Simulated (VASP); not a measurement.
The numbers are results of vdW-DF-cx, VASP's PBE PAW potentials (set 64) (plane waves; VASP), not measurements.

VASP ran on this input.

File POSCAR:
```
HfO2
1
   -0.0000000000     2.5166471462     2.5166471462
    2.5166471462    -0.0000000000     2.5166471462
    2.5166471462     2.5166471462     0.0000000000
Hf O
1 2
Direct
  0.0000000000   0.0000000000   0.0000000000
  0.2500000000   0.2500000000   0.2500000000
  0.7500000000   0.7500000000   0.7500000000
```

### INCAR
```
SYSTEM = HfO2
PREC = Accurate; ENCUT = 520; LREAL = .FALSE.
LASPH = .TRUE.; ICHARG = 11
EDIFF = 1E-7; NELM = 100; ALGO = Normal
LMAXMIX = 6
ISMEAR = 0; SIGMA = 0.05
GGA = CX; LUSE_VDW = .TRUE.; AGGAC = 0.0
LWAVE = .FALSE.; LCHARG = .FALSE.; LORBIT = 11
```

KPOINTS:
```
k-points along high-symmetry lines
15
Line-mode
Reciprocal
  0.000000   0.000000   0.000000 ! GAMMA
  0.500000   0.000000   0.500000 ! X

  0.500000   0.000000   0.500000 ! X
  0.625000   0.250000   0.625000 ! U

  0.375000   0.375000   0.750000 ! K
  0.000000   0.000000   0.000000 ! GAMMA

  0.000000   0.000000   0.000000 ! GAMMA
  0.500000   0.500000   0.500000 ! L

  0.500000   0.500000   0.500000 ! L
  0.500000   0.250000   0.750000 ! W

  0.500000   0.250000   0.750000 ! W
  0.500000   0.000000   0.500000 ! X
```

POTCAR, in this order: Hf_pv O (PBE.64 set). Program: vasp_std. Read from the step before: CHGCAR.

What VASP printed:

File OUTCAR:
```
 ion  position               nearest neighbor table
   1  0.000  0.000  0.000-   3 2.18   3 2.18   3 2.18   2 2.18   2 2.18   2 2.18   3 2.18   2 2.18
  LATTYP: Found a face centered cubic cell.
 ALAT       =     5.0332942924
 Subroutine PRICEL returns:
 Original cell was already a primitive cell.
 Subroutine GETGRP returns: Found 48 space group operations
The static configuration has the point symmetry O_h .
The dynamic configuration has the point symmetry O_h .
 Subroutine INISYM returns: Found 48 space group operations
   k-points           NKPTS =     90   k-points in BZ     NKDIM =     90   number of bands    NBANDS=     15
   number of dos      NEDOS =    301   number of ions     NIONS =      3
   total plane-waves  NPLWV =  21952
   dimension x,y,z NGX =    28 NGY =   28 NGZ =   28
   dimension x,y,z NGXF=    56 NGYF=   56 NGZF=   56
   ions per type =               1   2
   PREC   = accura    normal or accurate (medium, high low for compatibility)
   ISTART =      0    job   : 0-new  1-cont  2-samecut
   ICHARG =     11    charge: 1-file 2-atom 10-const
   ISPIN  =      1    spin polarized calculation?
   LNONCOLLINEAR =      F non collinear calculations
   LSORBIT =      F    spin-orbit coupling
   INIWAV =      1    electr: 0-lowe 1-rand  2-diag
   ENCUT  =  520.0 eV  38.22 Ry    6.18 a.u.   6.62  6.62  6.62*2*pi/ulx,y,z
   NELM   =    100;   NELMIN=  2; NELMDL= -5     # of ELM steps
   EDIFF  = 0.1E-06   stopping-criterion for ELM
   LREAL  =      F    real-space projection
   NLSPLINE    = F    spline interpolate recip. space projectors
   LMAXMIX     =    6 max onsite mixed and CHGCAR
   VOSKOWN=      0    Vosko Wilk Nusair interpolation
   EDIFFG = 0.1E-05   stopping-criterion for IOM
   NSW    =      0    number of steps for IOM
   NBLOCK =      1;   KBLOCK =      1    inner block; outer block
   IBRION =     -1    ionic relax: 0-MD 1-quasi-New 2-CG
   NFREE  =      0    steps in history (QN), initial steepest desc. (CG)
   ISIF   =      2    stress and relaxation
   ISYM   =      2    0-nonsym 1-usesym 2-fastsym
   TEIN   =    0.0    initial temperature
   TEBEG  =    0.0;   TEEND  =   0.0 temperature during run
   SMASS  =  -3.00    Nose mass-parameter (am)
...
```

File OSZICAR:
```
       N       E                     dE             d eps       ncg     rms          rms(c)
DAV:   1     0.990776280005E+02    0.99078E+02   -0.12857E+04  2700   0.145E+03
DAV:   2    -0.211762312704E+02   -0.12025E+03   -0.11800E+03  3631   0.312E+02
DAV:   3    -0.247056926039E+02   -0.35295E+01   -0.35254E+01  3309   0.506E+01
DAV:   4    -0.247327963235E+02   -0.27104E-01   -0.27099E-01  3470   0.478E+00
DAV:   5    -0.247330963289E+02   -0.30001E-03   -0.29998E-03  3337   0.438E-01
DAV:   6    -0.247331032008E+02   -0.68719E-05   -0.68718E-05  3400   0.607E-02
DAV:   7    -0.247331034094E+02   -0.20859E-06   -0.20858E-06  3428   0.890E-03
DAV:   8    -0.247331034164E+02   -0.70227E-08   -0.70242E-08  2973   0.151E-03
   1 F= -.24733103E+02 E0= -.24733103E+02  d E =-.182040E-10
```

**OUTCAR**
```
 val. band max:        4.3356396263   @ k =   0.5000   0.0000   0.5000

 cond. band min:       8.1254459883   @ k =   0.5000   0.0000   0.5000



 k-point     1 :       0.0000    0.0000    0.0000
  band No.  band energies     occupation
      1     -25.2381      2.00000
      2     -25.2381      2.00000
      3     -25.2381      2.00000
      4     -14.4720      2.00000
      5     -11.2841      2.00000
      6      -1.1555      2.00000
      7      -1.1555      2.00000
      8      -1.1555      2.00000
      9       3.7093      2.00000
     10       3.7093      2.00000
     11       3.7093      2.00000
     12       8.2281      0.00000
     13       8.2281      0.00000
     14      10.2560      0.00000
     15      15.0328      0.00000

 k-point     2 :       0.0357    0.0000    0.0357
  band No.  band energies     occupation
      1     -25.2452      2.00000
      2     -25.2398      2.00000
      3     -25.2398      2.00000
      4     -14.4469      2.00000
      5     -11.3058      2.00000
      6      -1.1411      2.00000
      7      -1.1410      2.00000
      8      -1.0991      2.00000
      9       3.5734      2.00000
     10       3.7130      2.00000
     11       3.7130      2.00000
     12       8.2451      0.00000
     13       8.2868      0.00000
     14      10.3334      0.00000
     15      14.9662      0.00000

 k-point     3 :       0.0714    0.0000    0.0714
  band No.  band energies     occupation
      1     -25.2661      2.00000
      2     -25.2449      2.00000
      3     -25.2449      2.00000
      4     -14.3716      2.00000
      5     -11.3689      2.00000
      6      -1.0976      2.00000
      7      -1.0976      2.00000
      8      -0.9325      2.00000
      9       3.2035      2.00000
     10       3.7228      2.00000
     11       3.7228      2.00000
     12       8.2959      0.00000
     13       8.4310      0.00000
     14      10.5546      0.00000
     15      14.7771      0.00000

...
```

The density is held fixed in this step, so its total energy and stress have no physical meaning. Unless said otherwise, spin-orbit coupling is left out, though it shifts the bands of the heavy elements here.

The compound is HfO2 in the fluorite structure, the high-temperature cubic form, which is unstable at 0 K; the monoclinic form is the stable one. It was relaxed first.
